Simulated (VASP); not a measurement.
# Hf3SnS4 (P4/mmm) in VASP: density of states with PBE

Aim: the density of states of Hf3SnS4 with PBE.

Program: VASP 6.6.1. These are calculated values, not measurements. Logs are shortened: lines on timing, memory, paths and dates and some standing lists are left out, and cuts for length are marked.

### 1 The crystal as given

The structure is tetragonal, space group P4/mmm (No. 123). The conventional cell has a = 3.203 Å, b = 3.203 Å, c = 14.348 Å, α = 90.00°, β = 90.00°, γ = 90.00°. Around Hf (site symmetry 4mm) lie 8 S at 2.62 to 2.87 Å. Around Hf (site symmetry 4/mmm) lie 8 S at 2.74 Å. Sn (site symmetry 4/mmm) has 4 Sn at 3.20 Å and 8 S at 3.41 Å as nearest neighbours. Around S (site symmetry 4mm) lie 4 Hf at 2.62 Å. S (site symmetry 4mm) is surrounded by 8 Hf at 2.74 to 2.87 Å and 2 S at 3.08 Å.

The cell was built by a generator and needn't be a form met in nature.

### 2 Density of states, PBE

POSCAR

```
Hf3SnS4
1.0
    3.2028400000      0.0000000000      0.0000000000
    0.0000000000      3.2028400000      0.0000000000
    0.0000000000      0.0000000000     14.3484400000
Hf Sn S
3 1 4
Direct
    0.0000000000      0.0000000000      0.2696830000
    0.0000000000      0.0000000000      0.5000000000
    0.0000000000      0.0000000000      0.7303170000
    0.0000000000      0.0000000000      0.0000000000
    0.5000000000      0.5000000000      0.1776240000
    0.5000000000      0.5000000000      0.3926270000
    0.5000000000      0.5000000000      0.6073730000
    0.5000000000      0.5000000000      0.8223760000
```

INCAR.step1

```
PREC     = Accurate       # precision mode
ENCUT    = 520            # plane-wave cutoff, eV
EDIFF    = 1E-6           # SCF threshold, eV
ISMEAR   = 0              # smearing method
SIGMA    = 0.1            # smearing width, eV
LREAL    = False          # projectors in reciprocal space
LASPH    = True           # aspherical terms in the spheres
NELM     = 60             # most SCF steps
ALGO     = Normal         # electronic algorithm
ISIF     = 2              # what is computed and relaxed
LWAVE    = False          # write WAVECAR
LCHARG   = True           # write CHGCAR
LMAXMIX  = 4              # l up to which the mixer works
GGA      = PE             # functional
NBANDS   = 44             # bands
KPAR     = 4
```

KPOINTS.step1

```
regular mesh
0
Gamma
  10 10 2
```

INCAR.step2

```
PREC     = Accurate       # precision mode
ENCUT    = 520            # plane-wave cutoff, eV
EDIFF    = 1E-6           # SCF threshold, eV
ISMEAR   = -5             # smearing method
SIGMA    = 0.1            # smearing width, eV
LREAL    = False          # projectors in reciprocal space
LASPH    = True           # aspherical terms in the spheres
NELM     = 60             # most SCF steps
ALGO     = Normal         # electronic algorithm
ISIF     = 2              # what is computed and relaxed
LWAVE    = False          # write WAVECAR
LCHARG   = False          # write CHGCAR
LMAXMIX  = 4              # l up to which the mixer works
GGA      = PE             # functional
LORBIT   = 10             # projections on sites
NBANDS   = 44             # bands
KPAR     = 4            
NEDOS    = 1001           # points of the DOS
ICHARG   = 11             # starting density
```

KPOINTS.step2

```
regular mesh
0
Gamma
  15 15 3
```

Potentials or basis: VASP PAW PBE potentials, release 64 (Hf_pv, Sn_d, S).

Run with:

```bash
cat potpaw_PBE.64/Hf_pv/POTCAR potpaw_PBE.64/Sn_d/POTCAR potpaw_PBE.64/S/POTCAR > POTCAR
cp INCAR.step1 INCAR
cp KPOINTS.step1 KPOINTS
mpirun -np 4 vasp_std > vasp.out
cp INCAR.step2 INCAR
cp KPOINTS.step2 KPOINTS
mpirun -np 4 vasp_std > vasp.out
```

OUTCAR:

```text
PREC = Accurate
   ENCUT = 520
   EDIFF = 1E-6
   ISMEAR = -5
   LREAL = False
   LASPH = True
   NELM = 60
   ISIF = 2
   GGA = PE
   LORBIT = 10
   ICHARG = 11

 ion  position               nearest neighbor table
   1  0.000  0.000  0.270-   5 2.62   5 2.62   5 2.62   5 2.62   6 2.87   6 2.87   6 2.87   6 2.87
                             2 3.30
   2  0.000  0.000  0.500-   6 2.74   7 2.74   6 2.74   7 2.74   6 2.74   7 2.74   6 2.74   7 2.74
                             1 3.30   3 3.30
   3  0.000  0.000  0.730-   8 2.62   8 2.62   8 2.62   8 2.62   7 2.87   7 2.87   7 2.87   7 2.87
                             2 3.30
   4  0.000  0.000  0.000-
   5  0.500  0.500  0.178-   1 2.62   1 2.62   1 2.62   1 2.62
   6  0.500  0.500  0.393-   2 2.74   2 2.74   2 2.74   2 2.74   1 2.87   1 2.87   1 2.87   1 2.87

   7  0.500  0.500  0.607-   2 2.74   2 2.74   2 2.74   2 2.74   3 2.87   3 2.87   3 2.87   3 2.87

   8  0.500  0.500  0.822-   3 2.62   3 2.62   3 2.62   3 2.62

  LATTYP: Found a simple tetragonal cell.
 ALAT       =     3.2028400000
 C/A-ratio  =     4.4799115785

  Lattice vectors:

 A1 = (   3.2028400000,   0.0000000000,   0.0000000000)
 A2 = (   0.0000000000,   3.2028400000,   0.0000000000)
 A3 = (   0.0000000000,   0.0000000000,  14.3484400000)

Analysis of symmetry for initial positions (statically):
=====================================================================
 Subroutine PRICEL returns:
 Original cell was already a primitive cell.

 Routine SETGRP: Setting up the symmetry group for a
 simple tetragonal supercell.

 Subroutine GETGRP returns: Found 16 space group operations
 (whereof 16 operations were pure point group operations)
 out of a pool of 16 trial point group operations.

The static configuration has the point symmetry D_4h.

Analysis of symmetry for dynamics (positions and initial velocities):
=====================================================================
 Subroutine PRICEL returns:
 Original cell was already a primitive cell.

 Routine SETGRP: Setting up the symmetry group for a
 simple tetragonal supercell.

 Subroutine GETGRP returns: Found 16 space group operations
 (whereof 16 operations were pure point group operations)
 out of a pool of 16 trial point group operations.

The dynamic configuration has the point symmetry D_4h.

 Subroutine INISYM returns: Found 16 space group operations
 (whereof 16 operations are pure point group operations),
 and found     1 'primitive' translations

----------------------------------------------------------------------------------------

                                     Primitive cell

  volume of cell :     147.1889

  direct lattice vectors                    reciprocal lattice vectors
     3.202840000  0.000000000  0.000000000     0.312222902  0.000000000  0.000000000
     0.000000000  3.202840000  0.000000000     0.000000000  0.312222902  0.000000000
     0.000000000  0.000000000 14.348440000     0.000000000  0.000000000  0.069693988

  length of vectors
     3.202840000  3.202840000 14.348440000     0.312222902  0.312222902  0.069693988

  position of ions in fractional coordinates (direct lattice)
     0.000000000  0.000000000  0.269683000
     0.000000000  0.000000000  0.500000000
     0.000000000  0.000000000  0.730317000
     0.000000000  0.000000000  0.000000000
     0.500000000  0.500000000  0.177624000
     0.500000000  0.500000000  0.392627000
     0.500000000  0.500000000  0.607373000
     0.500000000  0.500000000  0.822376000

  ion indices of the primitive-cell ions
   primitive index   ion index
                 1           1
                 2           2
                 3           3
                 4           4
                 5           5
                 6           6
                 7           7
                 8           8

----------------------------------------------------------------------------------------

 KPOINTS: regular mesh

Automatic generation of k-mesh.
 Grid dimensions read from file:
 generate k-points for:   15   15    3

 Generating k-lattice:

  Cartesian coordinates                     Fractional coordinates (reciprocal lattice)
     0.020814860  0.000000000  0.000000000     0.066666667  0.000000000  0.000000000
     0.000000000  0.020814860  0.000000000     0.000000000  0.066666667  0.000000000
     0.000000000  0.000000000  0.023231329     0.000000000  0.000000000  0.333333333

  Length of vectors
     0.020814860  0.020814860  0.023231329

  Shift w.r.t. Gamma in fractional coordinates (k-lattice)
     0.000000000  0.000000000  0.000000000

 TETIRR: Found    994 inequivalent tetrahedra from     4050

 Subroutine IBZKPT returns following result:
 ===========================================

 Found     72 irreducible k-points:

 Following reciprocal coordinates:
            Coordinates               Weight
  0.000000  0.000000  0.000000      1.000000
  0.066667  0.000000  0.000000      4.000000
  0.133333  0.000000  0.000000      4.000000
  0.200000  0.000000  0.000000      4.000000
  0.266667  0.000000  0.000000      4.000000
  0.333333  0.000000  0.000000      4.000000
[... 16 lines left out ...]
  0.266667  0.200000  0.000000      8.000000
  0.333333  0.200000  0.000000      8.000000
 [... further k-points ...]
   k-points           NKPTS =     72   k-points in BZ     NKDIM =     72   number of bands    NBANDS=     44
   number of dos      NEDOS =   1001   number of ions     NIONS =      8
   total plane-waves  NPLWV =  62208
   dimension x,y,z NGX =    24 NGY =   24 NGZ =  108
   dimension x,y,z NGXF=    48 NGYF=   48 NGZF=  216
   ions per type =               3   1   4
   NGX,Y,Z   is equivalent  to a cutoff of  12.46, 12.46, 12.51 a.u.
   NGXF,Y,Z  is equivalent  to a cutoff of  24.91, 24.91, 25.03 a.u.
 SYSTEM =  unknown system
   PREC   = accura    normal or accurate (medium, high low for compatibility)
   ISTART =      0    job   : 0-new  1-cont  2-samecut
   ICHARG =     11    charge: 1-file 2-atom 10-const
   ISPIN  =      1    spin polarized calculation?
   LNONCOLLINEAR =      F non collinear calculations
   LSORBIT =      F    spin-orbit coupling
   LASPH  =      T    aspherical Exc in radial PAW
   ENCUT  =  520.0 eV  38.22 Ry    6.18 a.u.   5.96  5.96 26.68*2*pi/ulx,y,z
   NELM   =     60;   NELMIN=  2; NELMDL=  0     # of ELM steps
   EDIFF  = 0.1E-05   stopping-criterion for ELM
   LREAL  =      F    real-space projection
   EDIFFG = 0.1E-04   stopping-criterion for IOM
   NSW    =      0    number of steps for IOM
   IBRION =     -1    ionic relax: 0-MD 1-quasi-New 2-CG
   NFREE  =      0    steps in history (QN), initial steepest desc. (CG)
   ISIF   =      2    stress and relaxation
   ISYM   =      2    0-nonsym 1-usesym 2-fastsym
   POTIM  = 0.5000    time-step for ionic-motion
   TEBEG  =    0.0;   TEEND  =   0.0 temperature during run
   PSTRESS=    0.0 pullay stress
   NELECT =      68.0000    total number of electrons
   NUPDOWN=      -1.0000    fix difference up-down
   EMIN   =  10.00;   EMAX   =-10.00  energy-range for DOS
   EFERMI =   0.00;   METHOD = LEGACY
   ISMEAR =    -5;   SIGMA  =   0.10  broadening in eV -4-tet -1-fermi 0-gaus
   EFERMI_NEDOS =   21; number of points for ismear=-14 and -15
   IALGO  =     38    algorithm
   IMIX   =      4    mixing-type and parameters
     AMIX     =   0.40;   BMIX     =  1.00
     AMIX_MAG =   1.60;   BMIX_MAG =  1.00
  volume/ion in A,a.u.               =      18.40       124.16
  Fermi-wavevector in a.u.,A,eV,Ry     =   1.265570  2.391580 21.791999  1.601667
  Thomas-Fermi vector in A             =   2.398816
   LORBIT       =     10    0 simple, 1 ext, 2 COOP (PROOUT), +10 PAW based schemes
   GGA     = PE    functional components
   LHFCALC =     F    Hartree Fock is set to
   AEXX    =    0.0000 exact exchange contribution
   IVDW    =     0    specifies the selected vdW correction
   LEPSILON=     F    determine dielectric tensor
   LRPA    =     F    only Hartree local field effects (RPA)
 non-spin polarized calculation
 Fermi weights with tetrahedron method with Bloechl corrections
  energy-cutoff  :      520.00
  volume of cell :      147.19
 maximum number of plane-waves:      4008
 NGX is ok and might be reduce to    24

 number of electron      68.0000014 magnetization

 Free energy of the ion-electron system (eV)
  ---------------------------------------------------
  ext. energy  EPLUGINS =         0.00000000
  ---------------------------------------------------
  free energy    TOTEN  =       -58.28922828 eV

  energy without entropy =      -58.28922828  energy(sigma->0) =      -58.28922828

 E-fermi :   7.5907     XC(G=0): -11.2477

 val. band max:        7.6371592243   @ k =   0.2667   0.1333   0.0000
 cond. band min:       7.4688544046   @ k =   0.4000   0.2000   0.0000
 fundamental gap:     -0.1683048197
 Fermi energy:         7.5907459028

 k-point     1 :       0.0000    0.0000    0.0000
  band No.  band energies     occupation
      1     -23.7378      2.00000
      2     -23.6648      2.00000
      3     -23.4781      2.00000
      4     -23.3270      2.00000
      5     -23.3270      2.00000
      6     -23.3214      2.00000
[... 36 lines left out ...]
     43      11.4001      0.00000
     44      11.4563      0.00000
[... 1040 lines left out ...]
      4     -23.6080      2.00000
      5     -23.5942      2.00000
      6     -23.4409      2.00000
[... 36 lines left out ...]
     43      11.0842      0.00000
     44      11.5660      0.00000

 [... further k-points ...]

------------------------ aborting loop because EDIFF is reached ----------------------------------------

  FORCE on cell =-STRESS in cart. coord.  units (eV):
  Direction    XX          YY          ZZ          XY          YZ          ZX
  --------------------------------------------------------------------------------------
  -------------------------------------------------------------------------------------
  Total       -0.2869170     -0.2869170     -0.0691709      0.0000000      0.0000000     -0.0000000
  in kB       -3.1231415     -3.1231415     -0.7529379      0.0000000      0.0000000     -0.0000000
  external PRESSURE =      -2.3330736 kB  Pullay stress =       0.0000000 kB

 VOLUME and BASIS-vectors are now :
 -----------------------------------------------------------------------------
  energy-cutoff  :      520.00
  volume of cell :      147.19
      direct lattice vectors                 reciprocal lattice vectors
     3.202840000  0.000000000  0.000000000     0.312222902  0.000000000  0.000000000
     0.000000000  3.202840000  0.000000000     0.000000000  0.312222902  0.000000000
     0.000000000  0.000000000 14.348440000     0.000000000  0.000000000  0.069693988

 POSITION                                       TOTAL-FORCE (eV/Angst)
 -----------------------------------------------------------------------------------
      0.00000      0.00000      3.86953        -0.000000     -0.000000     -0.009963
      0.00000      0.00000      7.17422         0.000000      0.000000      0.000000
      0.00000      0.00000     10.47891         0.000000      0.000000      0.009963
      0.00000      0.00000      0.00000         0.000000      0.000000      0.000000
      1.60142      1.60142      2.54863         0.000000     -0.000000     -0.009970
      1.60142      1.60142      5.63358         0.000000     -0.000000      0.053653
      1.60142      1.60142      8.71486         0.000000      0.000000     -0.053653
      1.60142      1.60142     11.79981         0.000000      0.000000      0.009970
 -----------------------------------------------------------------------------------
    total drift:                               -0.000000     -0.000000      0.000000

  FREE ENERGIE OF THE ION-ELECTRON SYSTEM (eV)
  ---------------------------------------------------
  free  energy   TOTEN  =       -58.2892282780 eV

  energy  without entropy=      -58.2892282780  energy(sigma->0) =      -58.28922828

 total charge

# of ion       s       p       d       tot
------------------------------------------
    1        0.283   6.362   1.656   8.301
    2        0.279   6.351   1.715   8.346
    3        0.283   6.362   1.656   8.301
    4        1.306   0.784   9.960  12.050
    5        1.340   2.402   0.000   3.742
    6        1.325   2.403   0.000   3.729
    7        1.325   2.403   0.000   3.729
    8        1.340   2.402   0.000   3.742
--------------------------------------------------
tot          7.481  29.470  14.988  51.939
```

It took 64 s on 4 MPI ranks of Intel Xeon 6975P-C (Granite Rapids), shared host; peak memory 0.5 GiB.

What came out:

```
Valence electrons inside the program's atomic spheres : Hf 8.30, 8.35; Sn 12.05; S 3.74, 3.73
```

States per cell in windows of 1 eV (zero at the Fermi level; states under -8 eV left out):
```csv
from (eV),total,Hf2_d,Hf1_d,Hf3_d,S5_p,S8_p,S6_p
-8.0,1.90,0.03,0.02,0.02,0.05,0.05,0.15
-7.0,4.48,0.19,0.10,0.10,0.13,0.13,0.56
-6.0,4.76,0.11,0.15,0.15,0.42,0.42,0.40
-5.0,4.54,0.13,0.16,0.16,0.41,0.41,0.38
-4.0,4.77,0.17,0.19,0.19,0.48,0.48,0.46
-3.0,4.85,0.12,0.26,0.26,0.72,0.72,0.35
-2.0,1.77,0.33,0.13,0.13,0.08,0.08,0.08
-1.0,4.67,0.60,0.59,0.59,0.12,0.12,0.05
0.0,3.00,0.32,0.39,0.39,0.05,0.05,0.02
1.0,5.76,0.92,0.80,0.80,0.07,0.07,0.04
2.0,4.68,0.73,0.80,0.80,0.06,0.06,0.07
3.0,5.69,0.93,0.93,0.93,0.13,0.13,0.14
4.0,1.10,0.14,0.18,0.18,0.02,0.02,0.03
5.0,0.00,0.00,0.00,0.00,0.00,0.00,0.00
```

Caveat: tetrahedron occupations give inexact forces and stress in metals. The run has no spin-orbit coupling, so splittings on Hf are missing.
